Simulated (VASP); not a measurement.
# Y3F (P6/mmm) in VASP: further runs, part 2 of 2

VASP 6.6.1. Earlier steps stand in the parts before.

### 3 Single point, PBE (random cell by space group and Wyckoff sites (P6/mmm, No. 191))

Input file INCAR:

```
SYSTEM = Y3F
PREC = Accurate
ENCUT = 520
EDIFF = 1E-6
ISMEAR = 0
SIGMA = 0.1
LREAL = .False.
LASPH = .True.
NELM = 100
ALGO = Fast
ISIF = 2
LWAVE = .False.
LCHARG = .False.
GGA = PE
NBANDS = 28
```

Input file KPOINTS:

```
regular mesh
0
Gamma
  6 6 4
  0 0 0
```

Input file POSCAR:

```
Y3F
1.0
    6.2557425487      0.0000000053      0.0000000000
   -3.1278712790      5.4176319640      0.0000000000
    0.0000000000      0.0000000000      3.3678712897
Y F
3 1
Direct
    0.5000000000      0.0000000000      0.0000000000
    0.0000000000      0.5000000000      0.0000000000
    0.5000000000      0.5000000000      0.0000000000
    0.0000000000      0.0000000000      0.0000000000
```

Potentials or basis: VASP PAW PBE potentials, release 64 (Y_sv, F).

Launch:

```console
$ cat potpaw_PBE.64/Y_sv/POTCAR potpaw_PBE.64/F/POTCAR > POTCAR
$ mpirun -np 1 vasp_std > vasp.out
```

OUTCAR:

```text
SYSTEM = Y3F
   PREC = Accurate
   ENCUT = 520
   EDIFF = 1E-6
   ISMEAR = 0
   LREAL = .False.
   LASPH = .True.
   NELM = 100
   ISIF = 2
   GGA = PE

 ion  position               nearest neighbor table
   1  0.500  0.000  0.000-   2 3.13   2 3.13   3 3.13   3 3.13   4 3.13   4 3.13
   2  0.000  0.500  0.000-   1 3.13   1 3.13   4 3.13   4 3.13   3 3.13   3 3.13
   3  0.500  0.500  0.000-   4 3.13   4 3.13   1 3.13   1 3.13   2 3.13   2 3.13
   4  0.000  0.000  0.000-   3 3.13   3 3.13   2 3.13   2 3.13   1 3.13   1 3.13

  LATTYP: Found a hexagonal cell.
 ALAT       =     6.2557425487
 C/A-ratio  =     0.5383647526

  Lattice vectors:

 A1 = (   6.2557425487,   0.0000000053,   0.0000000000)
 A2 = (  -3.1278712790,   5.4176319640,   0.0000000000)
 A3 = (   0.0000000000,   0.0000000000,   3.3678712897)

Analysis of symmetry for initial positions (statically):
=====================================================================
 Subroutine PRICEL returns:
 Original cell was already a primitive cell.

 Routine SETGRP: Setting up the symmetry group for a
 hexagonal supercell.

 Subroutine GETGRP returns: Found 24 space group operations
 (whereof 24 operations were pure point group operations)
 out of a pool of 24 trial point group operations.

The static configuration has the point symmetry D_6h.

Analysis of symmetry for dynamics (positions and initial velocities):
=====================================================================
 Subroutine PRICEL returns:
 Original cell was already a primitive cell.

 Routine SETGRP: Setting up the symmetry group for a
 hexagonal supercell.

 Subroutine GETGRP returns: Found 24 space group operations
 (whereof 24 operations were pure point group operations)
 out of a pool of 24 trial point group operations.

The dynamic configuration has the point symmetry D_6h.

 Subroutine INISYM returns: Found 24 space group operations
 (whereof 24 operations are pure point group operations),
 and found     1 'primitive' translations

----------------------------------------------------------------------------------------

                                     Primitive cell

  volume of cell :     114.1416

  direct lattice vectors                    reciprocal lattice vectors
     6.255742549  0.000000005  0.000000000     0.159853126  0.092291245  0.000000000
    -3.127871279  5.417631964  0.000000000    -0.000000000  0.184582490  0.000000000
     0.000000000  0.000000000  3.367871290     0.000000000  0.000000000  0.296923461

  length of vectors
     6.255742549  6.255742549  3.367871290     0.184582490  0.184582490  0.296923461

  position of ions in fractional coordinates (direct lattice)
     0.500000000  1.000000000  0.000000000
     0.000000000  0.500000000  0.000000000
     0.500000000  0.500000000  0.000000000
     0.000000000  0.000000000  0.000000000

  ion indices of the primitive-cell ions
   primitive index   ion index
                 1           1
                 2           2
                 3           3
                 4           4

----------------------------------------------------------------------------------------

 KPOINTS: regular mesh

Automatic generation of k-mesh.
 Grid dimensions read from file:
 generate k-points for:    6    6    4

 Generating k-lattice:

  Cartesian coordinates                     Fractional coordinates (reciprocal lattice)
     0.026642188  0.015381874  0.000000000     0.166666667  0.000000000  0.000000000
    -0.000000000  0.030763748  0.000000000    -0.000000000  0.166666667  0.000000000
     0.000000000  0.000000000  0.074230865     0.000000000  0.000000000  0.250000000

  Length of vectors
     0.030763748  0.030763748  0.074230865

  Shift w.r.t. Gamma in fractional coordinates (k-lattice)
     0.000000000  0.000000000  0.000000000

 Subroutine IBZKPT returns following result:
 ===========================================

 Found     21 irreducible k-points:

 Following reciprocal coordinates:
            Coordinates               Weight
  0.000000  0.000000  0.000000      1.000000
  0.166667  0.000000  0.000000      6.000000
  0.333333 -0.000000  0.000000      6.000000
  0.500000 -0.000000  0.000000      3.000000
  0.166667  0.166667  0.000000      6.000000
  0.333333  0.166667  0.000000     12.000000
[... 13 lines left out ...]
  0.333333  0.166667  0.500000     12.000000
  0.333333  0.333333  0.500000      2.000000
   k-points           NKPTS =     21   k-points in BZ     NKDIM =     21   number of bands    NBANDS=     28
   number of dos      NEDOS =    301   number of ions     NIONS =      4
   total plane-waves  NPLWV =  64512
   dimension x,y,z NGX =    48 NGY =   48 NGZ =   28
   dimension x,y,z NGXF=    96 NGYF=   96 NGZF=   56
   ions per type =               3   1
   NGX,Y,Z   is equivalent  to a cutoff of  12.76, 12.76, 13.82 a.u.
   NGXF,Y,Z  is equivalent  to a cutoff of  25.51, 25.51, 27.64 a.u.
 SYSTEM =  Y3F
   PREC   = accura    normal or accurate (medium, high low for compatibility)
   ISTART =      0    job   : 0-new  1-cont  2-samecut
   ICHARG =      2    charge: 1-file 2-atom 10-const
   ISPIN  =      1    spin polarized calculation?
   LNONCOLLINEAR =      F non collinear calculations
   LSORBIT =      F    spin-orbit coupling
   LASPH  =      T    aspherical Exc in radial PAW
   ENCUT  =  520.0 eV  38.22 Ry    6.18 a.u.  11.63 11.63  6.26*2*pi/ulx,y,z
   NELM   =    100;   NELMIN=  2; NELMDL= -5     # of ELM steps
   EDIFF  = 0.1E-05   stopping-criterion for ELM
   LREAL  =      F    real-space projection
   EDIFFG = 0.1E-04   stopping-criterion for IOM
   NSW    =      0    number of steps for IOM
   IBRION =     -1    ionic relax: 0-MD 1-quasi-New 2-CG
   NFREE  =      0    steps in history (QN), initial steepest desc. (CG)
   ISIF   =      2    stress and relaxation
   ISYM   =      2    0-nonsym 1-usesym 2-fastsym
   POTIM  = 0.5000    time-step for ionic-motion
   TEBEG  =    0.0;   TEEND  =   0.0 temperature during run
   PSTRESS=    0.0 pullay stress
   NELECT =      40.0000    total number of electrons
   NUPDOWN=      -1.0000    fix difference up-down
   EMIN   =  10.00;   EMAX   =-10.00  energy-range for DOS
   EFERMI =   0.00;   METHOD = LEGACY
   ISMEAR =     0;   SIGMA  =   0.10  broadening in eV -4-tet -1-fermi 0-gaus
   EFERMI_NEDOS =   21; number of points for ismear=-14 and -15
   IALGO  =     68    algorithm
   IMIX   =      4    mixing-type and parameters
     AMIX     =   0.40;   BMIX     =  1.00
     AMIX_MAG =   1.60;   BMIX_MAG =  1.00
  volume/ion in A,a.u.               =      28.54       192.57
  Fermi-wavevector in a.u.,A,eV,Ry     =   1.154198  2.181117 18.125305  1.332172
  Thomas-Fermi vector in A             =   2.290836
   LORBIT       =      0    0 simple, 1 ext, 2 COOP (PROOUT), +10 PAW based schemes
   GGA     = PE    functional components
   LHFCALC =     F    Hartree Fock is set to
   AEXX    =    0.0000 exact exchange contribution
   IVDW    =     0    specifies the selected vdW correction
   LEPSILON=     F    determine dielectric tensor
   LRPA    =     F    only Hartree local field effects (RPA)
 non-spin polarized calculation
 RMM-DIIS sequential band-by-band and
 Gauss-broadening in eV      SIGMA  =   0.10
  energy-cutoff  :      520.00
  volume of cell :      114.14
 maximum number of plane-waves:      3108
 NGX is ok and might be reduce to    48
   NGX = 23   NGY = 23   NGZ = 13

 number of electron      39.9999992 magnetization

 Free energy of the ion-electron system (eV)
  ---------------------------------------------------
  ext. energy  EPLUGINS =         0.00000000
  ---------------------------------------------------
  free energy    TOTEN  =       -21.57650715 eV

  energy without entropy =      -21.54189207  energy(sigma->0) =      -21.55919961

 E-fermi :   2.5321     XC(G=0):  -9.0577

 val. band max:        2.5243037407   @ k =   0.1667   0.0000   0.5000
 cond. band min:       2.5667203542   @ k =   0.1667   0.0000   0.0000
 fundamental gap:      0.0424166135
 Fermi energy:         2.5321184537

 k-point     1 :       0.0000    0.0000    0.0000
  band No.  band energies     occupation
      1     -40.5492      2.00000
      2     -40.3894      2.00000
      3     -40.3894      2.00000
      4     -21.1919      2.00000
      5     -20.8818      2.00000
      6     -20.8818      2.00000
[... 640 lines left out ...]
     27       5.1737      0.00000
     28       5.4689      0.00000

------------------------ aborting loop because EDIFF is reached ----------------------------------------

  FORCE on cell =-STRESS in cart. coord.  units (eV):
  Direction    XX          YY          ZZ          XY          YZ          ZX
  --------------------------------------------------------------------------------------
  -------------------------------------------------------------------------------------
  Total       -0.1211809     -0.1211809     -0.1686175      0.0000000      0.0000000      0.0000000
  in kB       -1.7009869     -1.7009869     -2.3668421      0.0000000      0.0000000      0.0000000
  external PRESSURE =      -1.9229386 kB  Pullay stress =       0.0000000 kB

 VOLUME and BASIS-vectors are now :
 -----------------------------------------------------------------------------
  energy-cutoff  :      520.00
  volume of cell :      114.14
      direct lattice vectors                 reciprocal lattice vectors
     6.255742549  0.000000005  0.000000000     0.159853126  0.092291245  0.000000000
    -3.127871279  5.417631964  0.000000000    -0.000000000  0.184582490  0.000000000
     0.000000000  0.000000000  3.367871290     0.000000000  0.000000000  0.296923461

 POSITION                                       TOTAL-FORCE (eV/Angst)
 -----------------------------------------------------------------------------------
      3.12787      0.00000      0.00000        -0.000000      0.000000      0.000000
     -1.56394      2.70882      0.00000        -0.000000      0.000000      0.000000
      1.56394      2.70882      0.00000         0.000000      0.000000      0.000000
      0.00000      0.00000      0.00000        -0.000000      0.000000      0.000000
 -----------------------------------------------------------------------------------
    total drift:                               -0.000000      0.000000      0.000000

  FREE ENERGIE OF THE ION-ELECTRON SYSTEM (eV)
  ---------------------------------------------------
  free  energy   TOTEN  =       -21.5765071468 eV

  energy  without entropy=      -21.5418920673  energy(sigma->0) =      -21.55919961
```

stdout:

```text
POSCAR found type information on POSCAR Y F
 POSCAR found :  2 types and       4 ions
 scaLAPACK will be used
 LDA part: xc-table for (Slater+PW92), standard interpolation
 POSCAR, INCAR and KPOINTS ok, starting setup
 FFT: planning ... GRIDC
 FFT: planning ... GRID_SOFT
 FFT: planning ... GRID
 WAVECAR not read
 entering main loop
WARNING in EDDRMM: call to ZHEGV failed, returncode =   8  4     17
```

Run time: 98 s. Hardware: 1 thread of Intel Xeon Platinum 8259CL at 2.50GHz (Skylake/Cascade Lake), shared host; peak memory 0.28 GiB.

Results:

* Free energy: -21.5765 eV
* Pressure: -0.2 GPa
* Band gap on the k mesh: none (metal or under the smearing width)

Caveat: the k mesh is coarse (spacing up to 0.47 Å⁻¹), so the values aren't converged.
